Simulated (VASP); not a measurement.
Here is a VASP 6.6.1 calculation.

INCAR

```
SYSTEM = NaLi16
ALGO     = Normal         ! electronic algorithm
EDIFF    = 1E-6           ! SCF threshold, eV
ENCUT    = 520            ! plane-wave cutoff, eV
GGA      = PE             ! functional
ISIF     = 2              ! what is computed and relaxed
ISMEAR   = -1             ! smearing method
LASPH    = .TRUE.         ! aspherical terms in the spheres
LCHARG   = .TRUE.         ! write CHGCAR
LELF     = .TRUE.         ! ELF
LREAL    = Auto         
LVHAR    = .TRUE.       
LWAVE    = .FALSE.        ! write WAVECAR
NBANDS   = 42             ! bands
NELM     = 100            ! most SCF steps
PREC     = Accurate       ! precision mode
SIGMA    = 0.05           ! smearing width, eV
```

The input KPOINTS:

```
k-points
0
G
  2 2 2
  0 0 0
```

The input POSCAR:

```
NaLi16
1.0
    6.9800000000      0.0000000000      0.0000000000
    0.0000000000      6.9800000000      0.0000000000
    0.0000000000      0.0000000000      6.9800000000
Li Na
16 1
Direct
   -0.0463180516      0.1087822350     -0.1270773639
    0.1711747851     -0.0791404011      0.1138825215
    0.0254727794      0.5456446991      0.0834670487
    0.1354584527      0.1819197708      0.5221776504
    0.3660028653      0.2527793696      0.2767048711
    0.5505014327      0.5408595989      0.0417191977
    0.4786962751     -0.2427793696      0.3143839542
    0.7647994269      0.4165759312      0.3337106017
    0.1813467049      0.6879083095      0.7942979943
    0.2340114613      0.5669914040      0.4350429799
    0.2984957020      0.2341547278      0.8560744986
    0.5149570201      0.3937822350      0.6257163324
    0.8668481375      0.8019054441      0.3310171920
    0.7093696275      0.1335673352      0.5491117479
    0.3305730659      0.8870200573      0.6448280802
    0.7352435530      0.7874641834      0.7538681948
    0.6814040115      0.1208309456      0.0554297994
```

Potentials or basis: VASP PAW PBE potentials, release 64 (Li_sv, Na_pv).

Run with:

```sh
$ cat potpaw_PBE.64/Li_sv/POTCAR potpaw_PBE.64/Na_pv/POTCAR > POTCAR
$ mpirun -np 1 vasp_std > vasp.out
```

Predict the largest force.

1.472 eV/Å.

Estimate the band gap on the k mesh.

none (metal or under the smearing width).

Forces on the atoms (eV/Å):
```
Li   0.501  0.152 -0.472
Li   0.223  0.056  0.256
Li   0.055 -0.584 -0.070
Li  -0.717 -0.198 -0.151
Li   0.139 -0.111 -0.324
Li  -0.166  0.133 -0.527
Li   0.367  0.500  0.023
Li   0.381  0.242  0.129
Li  -0.595 -0.842  0.374
Li  -0.672 -0.269 -0.042
Li   0.151  0.162  0.383
Li  -0.061  0.874  0.250
Li   0.231  0.301  0.334
Li  -0.052 -0.782 -0.086
Li   0.854  1.127 -0.408
Li   0.065 -0.427 -0.026
Na  -0.704 -0.336  0.357
```

Caveat: the k mesh is coarse (spacing up to 0.45 Å⁻¹), so the values aren't converged.
